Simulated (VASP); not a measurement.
NaCl:

```
CELL_PARAMETERS angstrom
0.00000 2.81000 2.81000
2.81000 0.00000 2.81000
2.81000 2.81000 0.00000
ATOMIC_POSITIONS crystal
Na 0.00000 0.00000 0.00000
Cl 0.50000 0.50000 0.50000
```

- Program: VASP 6.6.1
- Task: relaxation of cell and atoms
- Functional: PBE
- Potentials or basis: VASP PAW PBE potentials, release 64 (Na_pv, Cl)
- Cutoff: 600 eV
- k mesh: 8 × 8 × 8
- Occupations: gaussian, width 0.03 eV
- Spin: no spin polarisation

At the start: pressure 1.1 GPa; volume 22.19 Å³/atom.

Q: Where does the relaxation end?

A: Over 3 steps the energy falls by 2.9 meV/atom and the volume is 23.14 Å³/atom (+4.3 %); space group Fm-3m (No. 225, to 0.05 Å).

The path:
```
step  energy change (eV)  largest force (eV/Å)  pressure (GPa)  volume (Å³)
   1              0.0000                0.0000            1.05        44.38
   2             -0.0045                0.0000            0.52        45.32
   3             -0.0058                0.0000            0.00        46.28
```

Final structure:
```xyz
2
Lattice="0.0000 2.8496 2.8496 2.8496 0.0000 2.8496 2.8496 2.8496 0.0000" Properties=species:S:1:pos:R:3 pbc="T T T"
Na    0.0000    0.0000    0.0000
Cl    2.8496    2.8496    2.8496
```
